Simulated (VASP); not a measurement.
# GaGe7 (P-43m) in VASP: a series of runs, part 2 of 2

VASP 6.6.1.

## 3. Phonons, PBEsol

POSCAR reads:

```
GaGe7
1.0
    5.6580000000      0.0000000000      0.0000000000
    0.0000000000      5.6580000000      0.0000000000
    0.0000000000      0.0000000000      5.6580000000
Ga Ge
1 7
Direct
    0.0000000000      0.0000000000      0.0000000000
    0.0000000000      0.5000000000      0.5000000000
    0.5000000000      0.0000000000      0.5000000000
    0.5000000000      0.5000000000      0.0000000000
    0.2500000000      0.2500000000      0.2500000000
    0.2500000000      0.7500000000      0.7500000000
    0.7500000000      0.2500000000      0.7500000000
    0.7500000000      0.7500000000      0.2500000000
```

INCAR.step1 reads:

```
SYSTEM = GaGe7
  ALGO = Fast
  EDIFF = 1E-8
  EDIFFG = -0.002
  ENCUT = 600
  GGA = PS
  IBRION = 2
  ISIF = 3
  ISMEAR = 0
  LASPH = .True.
  LCHARG = .False.
  LREAL = .False.
  LWAVE = .False.
  NELM = 60
  NSW = 40
  PREC = Accurate
  SIGMA = 0.05
```

INCAR.step2 reads:

```
SYSTEM = GaGe7
  ALGO = Fast
  EDIFF = 1E-8
  ENCUT = 600
  GGA = PS
  IBRION = 6
  ISIF = 2
  ISMEAR = 0
  LASPH = .True.
  LCHARG = .False.
  LREAL = .False.
  LWAVE = .False.
  NELM = 60
  NFREE = 2
  NSW = 1
  POTIM = 0.015
  PREC = Accurate
  SIGMA = 0.05
```

KPOINTS reads:

```
k-points
0
Gamma
  6 6 6
  0 0 0
```

Potentials or basis: VASP PAW PBE potentials, release 64 (Ga_d, Ge_d).

The run is started by

```console
cat potpaw_PBE.64/Ga_d/POTCAR potpaw_PBE.64/Ge_d/POTCAR > POTCAR
cp INCAR.step1 INCAR
mpirun -np 1 vasp_std > vasp.out
cp CONTCAR POSCAR
cp INCAR.step2 INCAR
mpirun -np 1 vasp_std > vasp.out
```

OUTCAR:

```text
SYSTEM = GaGe7
   EDIFF = 1E-8
   ENCUT = 600
   GGA = PS
   IBRION = 6
   ISIF = 2
   ISMEAR = 0
   LASPH = .True.
   LREAL = .False.
   NELM = 60
   NFREE = 2
   NSW = 1
   POTIM = 0.015
   PREC = Accurate

 ion  position               nearest neighbor table
   1  0.000  0.000  0.000-   5 2.44   6 2.44   7 2.44   8 2.44
   2  0.000  0.500  0.500-   5 2.46   6 2.46   7 2.46   8 2.46
   3  0.500  0.000  0.500-   5 2.46   6 2.46   7 2.46   8 2.46
   4  0.500  0.500  0.000-   5 2.46   6 2.46   7 2.46   8 2.46
[... 2268 lines left out ...]

   1 f  =    7.822593 THz    49.150799 2PiTHz  260.933603 cm-1    32.351629 meV
             X         Y         Z           dx          dy          dz
      0.000000  0.000000  0.000000    -0.186987    0.338474   -0.027885
      0.000000  2.838344  2.838344    -0.091409    0.348816   -0.028737
      2.838344  0.000000  2.838344    -0.192700    0.165463   -0.028737
      2.838344  2.838344  0.000000    -0.192700    0.348816   -0.013632
      1.407720  1.407720  1.407720     0.120017   -0.267741    0.002609
      1.407720  4.268968  4.268968     0.210319   -0.322107   -0.051756
      4.268968  1.407720  4.268968     0.218426   -0.330214    0.101019
      4.268968  4.268968  1.407720     0.111909   -0.275849    0.046653
[... 243 lines left out ...]
  24 f/i=    0.027694 THz     0.174004 2PiTHz    0.923757 cm-1     0.114531 meV
             X         Y         Z           dx          dy          dz
      0.000000  0.000000  0.000000     0.243203   -0.237287   -0.008721
      0.000000  2.838344  2.838344     0.258108   -0.247885   -0.009111
      2.838344  0.000000  2.838344     0.254064   -0.251830   -0.009111
      2.838344  2.838344  0.000000     0.254064   -0.247885   -0.009256
      1.407720  1.407720  1.407720     0.255832   -0.249557   -0.009147
      1.407720  4.268968  4.268968     0.251184   -0.244962   -0.004552
      4.268968  1.407720  4.268968     0.251349   -0.245127   -0.013630
      4.268968  4.268968  1.407720     0.255667   -0.249722   -0.009035

 ELASTIC MODULI CONTR FROM IONIC RELAXATION (kBar)
 Direction    XX          YY          ZZ          XY          YZ          ZX
 --------------------------------------------------------------------------------
 XX          -5.0496      2.3069      2.3069      0.0000      0.0000      0.0000
 YY           2.3069     -5.0496      2.3069      0.0000     -0.0000      0.0000
 ZZ           2.3069      2.3069     -5.0496     -0.0000     -0.0000      0.0000
 XY           0.0000      0.0000     -0.0000   -261.2795     -0.0000      0.0000
 YZ           0.0000     -0.0000      0.0000     -0.0000   -261.2795     -0.0000
 ZX          -0.0000     -0.0000      0.0000      0.0000     -0.0000   -261.2795
 --------------------------------------------------------------------------------
```

OSZICAR.step1:

```text
N       E                     dE             d eps       ncg     rms          rms(c)
DAV:   1     0.139415195174E+04    0.13942E+04   -0.54762E+04  3142   0.485E+03
DAV:   2     0.275646075157E+03   -0.11185E+04   -0.10823E+04  2640   0.121E+03
[... 62 lines left out ...]
RMM:   6    -0.376188146685E+02   -0.10635E-05   -0.52031E-06  3183   0.206E-02    0.214E-03
RMM:   7    -0.376188145673E+02    0.10124E-06   -0.13490E-06  3481   0.699E-03    0.595E-04
RMM:   8    -0.376188145291E+02    0.38166E-07   -0.26310E-07  3705   0.307E-03    0.700E-04
RMM:   9    -0.376188146063E+02   -0.77162E-07   -0.36416E-08  1942   0.169E-03    0.118E-04
RMM:  10    -0.376188145899E+02    0.16338E-07   -0.19977E-08  1595   0.967E-04    0.480E-05
RMM:  11    -0.376188145891E+02    0.79672E-09   -0.57150E-10  1588   0.748E-04
   5 F= -.37618815E+02 E0= -.37617852E+02  d E =-.202980E-02
```

It took 1.7 h on 1 thread of AMD EPYC 9R45 (Zen 5), shared host; peak memory 1.4 GiB.

What came out:

```
Relaxed volume                                          : 22.87 Å³/atom
Relaxed cell                                            : a = 5.677 Å, b = 5.677 Å, c = 5.677 Å, α = 90.00°, β = 90.00°, γ = 90.00°
Space group after relaxing (to 0.05 Å)                  : P-43m (No. 215)
Highest phonon frequency at Γ, LO-TO splitting left out : 261 cm⁻¹
```

Step by step:
```tsv
step	energy change (eV)	largest force (eV/Å)	pressure (GPa)	volume (Å³)
1	0.0000	0.2485	0.68	181.13
2	-0.0116	0.0939	-0.25	183.67
3	-0.0116	0.0901	-0.28	183.73
4	-0.0136	0.0151	-0.05	183.07
5	-0.0136	0.0012	0.00	182.93
```

Final structure:
```cif
data_structure
_symmetry_space_group_name_H-M 'P 1'
_symmetry_Int_Tables_number 1
_cell_length_a 5.6767
_cell_length_b 5.6767
_cell_length_c 5.6767
_cell_angle_alpha 90.000
_cell_angle_beta 90.000
_cell_angle_gamma 90.000
_cell_volume 182.93
loop_
_atom_site_label
_atom_site_type_symbol
_atom_site_fract_x
_atom_site_fract_y
_atom_site_fract_z
_atom_site_occupancy
Ga1 Ga 0.00000 0.00000 0.00000 1
Ge1 Ge 0.00000 0.50000 0.50000 1
Ge2 Ge 0.50000 0.00000 0.50000 1
Ge3 Ge 0.50000 0.50000 0.00000 1
Ge4 Ge 0.24798 0.24798 0.24798 1
Ge5 Ge 0.24798 0.75202 0.75202 1
Ge6 Ge 0.75202 0.24798 0.75202 1
Ge7 Ge 0.75202 0.75202 0.24798 1
```

Phonon frequencies in cm⁻¹ (negative: imaginary):
| q point | frequencies |
| --- | --- |
| (0.000, 0.000, 0.000) | -1 -1 -1 68 68 68 70 70 70 209 209 211 211 211 217 250 250 250 252 252 252 261 261 261 |

Caveat: the PAW data sets were made with another functional, which shifts forces and pressure a little.
